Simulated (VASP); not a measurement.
Ti (relaxed from the diamond structure, space group Fd-3m): computed properties

These are r2SCAN meta-GGA, VASP's PBE PAW potentials (set 64) (plane waves; VASP) values and carry that method's errors.

```yaml
space_group: Fd-3m (227)
cell: a = b = c = 5.531 Å, α = β = γ = 90.00°
volume_per_atom: 21.15 Å^3/atom
band gap (over mesh and band path): none (metal, semimetal or under 0.01 eV)
density: 3.76 g/cm³
```

Ti is modelled in the cubic space group Fd-3m, origin choice 1 (No. 227), the diamond structure, Pearson symbol cF8. Cell: a = 5.5308 Å, b = 5.5308 Å, c = 5.5308 Å, α = 90.00°, β = 90.00°, γ = 90.00°. Ti on 8a is coordinated by 4 Ti at 2.395 Å (tetrahedral). (Neighbours: up to the widest gap in distance over summed covalent radii, below 1.35, at either atom.)
(The calculation used a cell of 2 atoms; values per cell refer to that cell.)

The structure was generated: Ti was put into the diamond type (Fd-3m), which need not be its known phase. It was relaxed first, which changed the volume by -14 %. Symmetry was kept, so distortions that lower it aren't found.
